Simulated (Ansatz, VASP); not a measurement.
# TiCdSe3 in two plane-wave programs

Wanted: the spread between two codes on one cell, functional and k mesh. The cell is generated by rule, not measured, and may not be a known phase. The cell is taken from a series of runs on this material, whose earlier steps may have relaxed, scaled, displaced or heated it; both programs get it as it stands.

Calculated with Ansatz 0.2.0; plane waves, with VASP 6.6.1 beside it; relaxation of cell and atoms at PBE.

The structure was built from a prototype and need not be the compound's stable phase.

## 1. Set-up

The structure is tetragonal, space group I4/mcm (No. 140). Conventional cell: a = 7.053 Å, b = 7.053 Å, c = 9.555 Å, α = 90.00°, β = 90.00°, γ = 90.00°. Cd has 4 Se at 2.91 Å nearest. Nearest to Ti lie 6 Se at 2.39 to 2.63 Å. Nearest to Se lie 2 Ti at 2.63 Å and 2 Cd at 2.91 Å. Nearest to Se lie 2 Ti at 2.39 Å. Farther neighbours and most contacts between anions are not listed.

## 2. VASP: relaxation of cell and atoms, PBE

The relaxed volume is the usual yardstick between codes: in a stiff, nearly cubic crystal its relative difference is about their pressure difference at one cell divided by the bulk modulus.

Lines of VASP's logs that name or quote its potential files are left out, and so is its time.

File INCAR:

```
SYSTEM = TiCdSe3
PREC = Accurate
ENCUT = 500
EDIFF = 1E-07
NELM = 120
ISMEAR = 1
SIGMA = 0.2
LREAL = .FALSE.
ALGO = Normal
GGA = PE
NBANDS = 52
LASPH = .TRUE.
LORBIT = 11
LWAVE = .FALSE.
LCHARG = .FALSE.
ISIF = 3
IBRION = 2
NSW = 80
EDIFFG = -0.005
GGA_COMPAT = .FALSE.
NELMIN = 4
KPAR = 2
```

File POSCAR:

```
TiCdSe3
1.0
   -3.5264330000      3.5264330000      4.7774640000
    3.5264330000     -3.5264330000      4.7774640000
    3.5264330000      3.5264330000     -4.7774640000
Cd Ti Se
2 2 6
Direct
    0.2500000000      0.7500000000      0.5000000000
    0.7500000000      0.2500000000      0.5000000000
    0.5000000000      0.5000000000      0.0000000000
    0.0000000000      0.0000000000      0.0000000000
    0.1658212420      0.3341788998      0.5000001418
    0.8341788998      0.6658212420      0.5000001418
    0.2500000000      0.2500000000      0.0000000000
    0.7500000000      0.7500000000      0.0000000000
    0.6658212420      0.1658212420      0.8316424841
    0.3341787580      0.8341788998      0.1683576577
```

File KPOINTS:

```
Automatic mesh
0
Gamma
8 8 8
0 0 0
```

The projector-augmented-wave data sets are Cd, Ti_sv and Se (PBE family, release 64).

Started as:

```console
$ mpirun -np 2 vasp_std
```

Numbers of over 12 decimals in the logs are rounded to 6 here.

What it wrote:

```text
[banner, memory and clock lines left out]
running    2 mpi-ranks, on    1 nodes
 distrk:  each k-point on    1 cores,    2 groups
 distr:  one band on    1 cores,    1 groups

 POSCAR found type information on POSCAR CdTiSe
 POSCAR found :  3 types and      10 ions
 LDA part: xc-table for (Slater+PW92), standard interpolation
 POSCAR, INCAR and KPOINTS ok, starting setup
 FFT: planning ... GRIDC
 FFT: planning ... GRID_SOFT
 FFT: planning ... GRID
 WAVECAR not read
 entering main loop
       N       E                     dE             d eps       ncg     rms          rms(c)
DAV:   1     0.793683035583E+03    0.79368E+03   -0.37919E+04  6152   0.151E+03
DAV:   2     0.482820435151E+02   -0.74540E+03   -0.72275E+03  6416   0.408E+02
DAV:   3    -0.456732825860E+02   -0.93955E+02   -0.90696E+02  8916   0.130E+02
DAV:   4    -0.517579309001E+02   -0.60846E+01   -0.60559E+01  8776   0.279E+01
DAV:   5    -0.520558896176E+02   -0.29796E+00   -0.29781E+00  8580   0.480E+00    0.183E+01
DAV:   6    -0.501996701771E+02    0.18562E+01   -0.80956E+01  8136   0.388E+01    0.260E+01
DAV:   7    -0.457349786049E+02    0.44647E+01   -0.66374E+01  7920   0.396E+01    0.105E+01
DAV:   8    -0.445034886065E+02    0.12315E+01   -0.39189E+00  7432   0.953E+00    0.469E+00
DAV:   9    -0.442936762199E+02    0.20981E+00   -0.23823E+00  9008   0.638E+00    0.244E+00
DAV:  10    -0.442461905065E+02    0.47486E-01   -0.32030E-01  7700   0.280E+00    0.588E-01
DAV:  11    -0.442555057914E+02   -0.93153E-02   -0.32701E-02  7852   0.957E-01    0.747E-01
DAV:  12    -0.442490290831E+02    0.64767E-02   -0.32707E-02  8180   0.846E-01    0.878E-02
DAV:  13    -0.442492395700E+02   -0.21049E-03   -0.12186E-03  7600   0.162E-01    0.134E-01
DAV:  14    -0.442490015435E+02    0.23803E-03   -0.47294E-04  7752   0.985E-02    0.464E-02
DAV:  15    -0.442489897471E+02    0.11796E-04   -0.67366E-05  8444   0.276E-02    0.236E-02
DAV:  16    -0.442489846495E+02    0.50977E-05   -0.21491E-05  8684   0.217E-02    0.587E-03
DAV:  17    -0.442489848870E+02   -0.23756E-06   -0.40700E-06  8548   0.752E-03    0.224E-03
DAV:  18    -0.442489849036E+02   -0.16622E-07   -0.20334E-07  5068   0.213E-03
   1 F= -.44248985E+02 E0= -.44256331E+02  d E =-.442490E+02
[...]
2 F= -.44249132E+02 E0= -.44256518E+02  d E =-.146616E-03
[...]
3 F= -.44249216E+02 E0= -.44256588E+02  d E =-.231552E-03
[...]
4 F= -.44249217E+02 E0= -.44256589E+02  d E =-.231922E-03
[...]
5 F= -.44249233E+02 E0= -.44256605E+02  d E =-.157998E-04
 trial-energy change:   -0.000016  1 .order   -0.000016   -0.000020   -0.000013
 step:   2.5469(harm=  2.5469)  dis= 0.00077  next Energy=   -44.249244 (dE=-0.271E-04)
 bond charge predicted
       N       E                     dE             d eps       ncg     rms          rms(c)
DAV:   1    -0.442492922729E+02   -0.59696E-04   -0.46954E-03  6172   0.379E-01    0.694E-02
DAV:   2    -0.442492967610E+02   -0.44881E-05   -0.75057E-04  7472   0.156E-01    0.572E-02
DAV:   3    -0.442492372405E+02    0.59521E-04   -0.32580E-04  7832   0.839E-02    0.277E-02
DAV:   4    -0.442492227771E+02    0.14463E-04   -0.37344E-05  7824   0.358E-02    0.102E-02
DAV:   5    -0.442492231250E+02   -0.34794E-06   -0.96491E-06  8988   0.108E-02    0.560E-03
DAV:   6    -0.442492236271E+02   -0.50206E-06   -0.65341E-07  7296   0.354E-03    0.268E-03
DAV:   7    -0.442492239263E+02   -0.29920E-06   -0.19140E-07  4756   0.206E-03    0.107E-03
DAV:   8    -0.442492240173E+02   -0.91030E-07   -0.51840E-08  3460   0.115E-03
   6 F= -.44249224E+02 E0= -.44256595E+02  d E =-.719147E-05
 curvature:  -1.31 expect dE=-0.184E-05 dE for cont linesearch -0.123E-07
 trial: gam= 0.08790 g(F)=  0.323E-06 g(S)=  0.109E-05 ort =-0.454E-06 (trialstep = 0.125E+01)
 search vector abs. value=  0.150E-05
 reached required accuracy - stopping structural energy minimisation
```

OUTCAR, selected parts (step 2):

```text
ion  position               nearest neighbor table
   1  0.250  0.750  0.500-   5 2.91   6 2.91  10 2.91   9 2.91
   2  0.750  0.250  0.500-  10 2.91   6 2.91   5 2.91   9 2.91
   3  0.500  0.500  0.000-   7 2.39   8 2.39   5 2.63   9 2.63  10 2.63   6 2.63
   4  0.000  0.000  0.000-   7 2.39   8 2.39  10 2.63   6 2.63   9 2.63   5 2.63
   5  0.166  0.334  0.500-   3 2.63   4 2.63   1 2.91   2 2.91
   6  0.834  0.666  0.500-   4 2.63   3 2.63   1 2.91   2 2.91
   7  0.250  0.250  0.000-   3 2.39   4 2.39
   8  0.750  0.750  0.000-   3 2.39   4 2.39
   9  0.666  0.166  0.832-   3 2.63   4 2.63   1 2.91   2 2.91
  10  0.334  0.834  0.168-   4 2.63   3 2.63   2 2.91   1 2.91

  LATTYP: Found a body centered tetragonal cell.
 ALAT       =     7.0528660000
 C/A-ratio  =     1.3547581933

 Subroutine GETGRP returns: Found 16 space group operations
 (whereof  8 operations were pure point group operations)

The static configuration has the point symmetry C_4h.
 The point group associated with its full space group is D_4h.

 Found     59 irreducible k-points:

   k-points           NKPTS =     59   k-points in BZ     NKDIM =     59   number of bands    NBANDS=     52

   dimension x,y,z NGX =    50 NGY =   50 NGZ =   50
   dimension x,y,z NGXF=   100 NGYF=  100 NGZF=  100

   ENCUT  =  500.0 eV  36.75 Ry    6.06 a.u.  12.59 12.59 12.59*2*pi/ulx,y,z

   NELECT =      84.0000    total number of electrons

 k-points in reciprocal lattice and weights: Automatic mesh
   0.00000000  0.00000000  0.00000000       0.002
   0.12500000  0.00000000 -0.00000000       0.016
   0.25000000  0.00000000 -0.00000000       0.016
   0.37500000  0.00000000 -0.00000000       0.016
   0.50000000  0.00000000 -0.00000000       0.008
   0.12500000  0.12500000 -0.00000000       0.016
   0.25000000  0.12500000 -0.00000000       0.031
   0.37500000  0.12500000 -0.00000000       0.031
   0.50000000  0.12500000  0.00000000       0.031
[...]
-0.37500000 -0.37500000  0.37500000       0.004
   0.50000000  0.50000000  0.50000000       0.002

 average (electrostatic) potential at core
       1 -38.2466       2 -38.2466       3 -78.2365       4 -78.2365       5 -54.5206
       6 -54.5206       7 -54.4371       8 -54.4371       9 -54.5206      10 -54.5206

 E-fermi :   3.6159

 k-point     1 :       0.0000    0.0000    0.0000
  band No.  band energies     occupation
    ...
     39       3.1985      2.01195
     40       3.1985      2.01195
     41       3.4816      1.89920
     42       3.5927      1.19462
     43       3.5927      1.19461
     44       3.8832     -0.06761
     45       4.0261     -0.01351
     46       4.0261     -0.01351
     47       4.1628     -0.00076
     48       5.1774     -0.00000
    ...

 k-point     2 :       0.1250    0.0000   -0.0000
  band No.  band energies     occupation
    ...
     38       2.5618      2.00000
     39       3.1106      2.00206
     40       3.2170      2.01628
     41       3.3010      2.04848
     42       3.4167      2.04945
     43       3.8212     -0.05534
     44       4.0031     -0.01954
     45       4.0215     -0.01459
     46       4.1956     -0.00033
     47       4.3626     -0.00000
    ...

 k-point     3 :       0.2500    0.0000   -0.0000
  band No.  band energies     occupation
    ...
     38       2.5924      2.00000
     39       2.6091      2.00000
     40       3.0743      2.00087
     41       3.2193      2.01688
     42       3.3383      2.06442
     43       3.7464      0.11556
     44       4.0322     -0.01218
     45       4.2766     -0.00003
     46       4.6034     -0.00000
     47       4.7794     -0.00000
    ...

  Total        0.0091303      0.0091303     -0.0076555      0.0000000     -0.0000000      0.0000000
  in kB        0.0614702      0.0614702     -0.0515408      0.0000000     -0.0000000      0.0000000
  external PRESSURE =       0.0237998 kB  Pullay stress =       0.0000000 kB

  energy-cutoff  :      500.00
  volume of cell :      237.98
      direct lattice vectors                 reciprocal lattice vectors
    -3.526639043  3.526639043  4.783560177     0.000000000  0.141778048  0.104524660
     3.526639043 -3.526639043  4.783560177     0.141778048  0.000000000  0.104524660
     3.526639043  3.526639043 -4.783560177     0.141778048  0.141778048  0.000000000

 POSITION                                       TOTAL-FORCE (eV/Angst)
 -----------------------------------------------------------------------------------
      3.52664      0.00000      2.39178        -0.000000     -0.000000     -0.000000
      0.00000      3.52664      2.39178        -0.000000     -0.000000     -0.000000
      0.00000      0.00000      4.78356        -0.000000     -0.000000     -0.000000
      3.52664     -3.52664      4.78356        -0.000000     -0.000000     -0.000000
      2.35601      1.17063     -0.00000        -0.000915      0.000915     -0.000000
      1.17063      2.35601      4.78356         0.000915     -0.000915      0.000000
      0.00000      0.00000      2.39178        -0.000000     -0.000000     -0.000000
      0.00000      0.00000      7.17534        -0.000000     -0.000000     -0.000000
      1.17063      4.69727     -0.00000         0.000915      0.000915      0.000000
      2.35601     -1.17063      4.78356        -0.000915     -0.000915     -0.000000
 -----------------------------------------------------------------------------------
    total drift:                               -0.000509     -0.000299     -0.000000

  FREE ENERGIE OF THE ION-ELECTRON SYSTEM (eV)
  ---------------------------------------------------
  free  energy   TOTEN  =       -44.2492240173 eV

  energy  without entropy=      -44.2713361591  energy(sigma->0) =      -44.25659473

 reached required accuracy - stopping structural energy minimisation

 total charge
# of ion       s       p       d       tot
------------------------------------------
    1        0.421   0.170   9.562  10.153
    2        0.421   0.170   9.562  10.153
    3        2.177   6.152   1.844  10.173
    4        2.177   6.152   1.844  10.173
    5        1.467   2.322   0.024   3.814
    6        1.467   2.322   0.024   3.814
    7        1.468   2.415   0.024   3.907
    8        1.468   2.415   0.024   3.907
    9        1.467   2.322   0.024   3.814
   10        1.467   2.322   0.024   3.814
--------------------------------------------------
tot         13.999  26.762  22.957  63.718

[... 3 further parts left out ...]
```

The run keeps the 16 symmetry operations of its start, so it cannot find a distortion of lower symmetry.

[end of part 1 of 2]

[Lines on the potential files, build, host, timing and source positions are cut from VASP's logs without a mark.]

[Logs are printed without paths, hosts, clocks, repeated set-up lines and the standing remarks that a program may print on its own settings, such as how far it seeks lower states.]

[Hosts, paths, dates, database ids (printed as entryN), source tags and the programs' standing remarks are cut or masked in the printed files.]
